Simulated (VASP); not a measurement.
```xyz
5
Lattice="5.7319 0.0000 0.0000 0.0000 5.7319 0.0000 0.0000 0.0000 5.7319" Properties=species:S:1:pos:R:3 pbc="T T T"
Cs     0.0000     0.0000     0.0000
Pb     2.8659     2.8659     2.8659
Cl     2.8659     0.0000     2.8659
Cl     0.0000     2.8659     2.8659
Cl     2.8659     2.8659     0.0000
```

Calculation: PW91 GGA, VASP's PBE PAW potentials (set 64) (plane waves; VASP 6.6.1). Numerical set-up: 520 eV cut-off, 5×5×5 Γ-centred mesh, tetrahedra with Blöchl corrections, potentials Cs_sv Pb_d Cl.

The cores are frozen, which limits the accuracy of field gradients.

Q: Give the principal components of the electric field gradient (V/Å²) and the asymmetry η at each nucleus.

A: 
```
atom    Vxx    Vyy   Vzz     η
----  -----  -----  ----  ----
Cs1     0.0    0.0   0.0     -
Pb2     0.0    0.0   0.0     -
Cl3   -45.5  -45.5  91.0  0.00
Cl4   -45.5  -45.5  91.0  0.00
Cl5   -45.5  -45.5  91.0  0.00
```

The compound is CsPbCl3 in the cubic perovskite structure, the ideal cubic form; the compound distorts at low or room temperature. It was relaxed first, which changed the volume by +7 %.
